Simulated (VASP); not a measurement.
**BiB in VASP 6.6.1, relaxation**

INCAR

```
LWAVE = .FALSE.
LREAL = .FALSE.
NSW = 40
IBRION = 1
LCHARG = .FALSE.
GGA = PE
ISIF = 3
EDIFFG = -5E-3
NBANDS = 16
LASPH = .TRUE.
ENCUT = 600
NELM = 120
SIGMA = 0.02
PREC = Accurate
EDIFF = 1E-7
ISMEAR = -1
```

KPOINTS

```
KPOINTS created by Atomic Simulation Environment
0
Gamma
8 8 8
0 0 0
```

POSCAR

```
B  Bi
 1.0000000000000000
     0.0000000000000000    2.6768267881000001    2.6768267881000001
     2.6768267881000001    0.0000000000000000    2.6768267881000001
     2.6768267881000001    2.6768267881000001    0.0000000000000000
 B   Bi
   1   1
Cartesian
  0.0000000000000000  0.0000000000000000  0.0000000000000000
  1.3384133940500000  1.3384133940500000  1.3384133940500000
```

The recommended PBE PAW datasets give the neutral cell 18 valence electrons.

Command

```
mpirun -np 1 vasp_std
```

Q: Predict the outcome of this run.

A: It converged. Results: relaxed cell vector lengths 3.902, 3.902, 3.902 Å; relaxed cell volume 42.02 Å³.

OSZICAR

```
N       E                     dE             d eps       ncg     rms          rms(c)
DAV:   1     0.138686836597E+03    0.13869E+03   -0.10694E+04   928   0.151E+03
DAV:   2    -0.664868116355E+00   -0.13935E+03   -0.13416E+03   992   0.367E+02
DAV:   3    -0.956433842543E+01   -0.88995E+01   -0.88654E+01  1216   0.875E+01
DAV:   4    -0.976285547652E+01   -0.19852E+00   -0.19848E+00  1136   0.140E+01
DAV:   5    -0.976942410423E+01   -0.65686E-02   -0.65685E-02  1320   0.229E+00    0.420E+00
DAV:   6    -0.893589075695E+01    0.83353E+00   -0.15828E+00  1184   0.924E+00    0.155E+00
DAV:   7    -0.890643111444E+01    0.29460E-01   -0.22985E-01  1040   0.240E+00    0.786E-01
DAV:   8    -0.890407311321E+01    0.23580E-02   -0.24048E-02  1312   0.158E+00    0.115E-01
DAV:   9    -0.890382196588E+01    0.25115E-03   -0.30726E-03  1248   0.640E-01    0.544E-02
DAV:  10    -0.890392351712E+01   -0.10155E-03   -0.34134E-04  1104   0.158E-01    0.266E-02
...
       N       E                     dE             d eps       ncg     rms          rms(c)
DAV:   1    -0.899941973008E+01   -0.77943E-02   -0.17822E-01  1256   0.684E+00    0.445E-01
DAV:   2    -0.899310706671E+01    0.63127E-02   -0.10528E-02  1120   0.178E+00    0.187E-01
DAV:   3    -0.899193341208E+01    0.11737E-02   -0.40798E-03  1336   0.995E-01    0.174E-02
DAV:   4    -0.899194477708E+01   -0.11365E-04   -0.10825E-04  1024   0.895E-02    0.121E-02
DAV:   5    -0.899196005349E+01   -0.15276E-04   -0.34738E-05  1280   0.647E-02    0.600E-03
DAV:   6    -0.899195975647E+01    0.29702E-06   -0.31647E-06  1200   0.264E-02    0.249E-03
DAV:   7    -0.899195804826E+01    0.17082E-05   -0.14183E-06  1056   0.682E-03    0.323E-04
DAV:   8    -0.899195808923E+01   -0.40970E-07   -0.51314E-08   680   0.174E-03
   4 F= -.89919581E+01 E0= -.89919458E+01  d E =-.332686E-03
```

```csv
ionic step,ΔE (meV/atom),volume (Å³),largest force (eV/Å),pressure (GPa),electronic steps
1,0.0,38.36,0.000,8.35,14
2,-33.0,44.18,0.000,-3.17,11
3,-43.8,42.29,0.000,-0.42,11
4,-44.0,42.02,0.000,0.04,8
```

For comparison, a separate PBE relaxation on usual settings, not on those above, ends at 42.05 Å³.
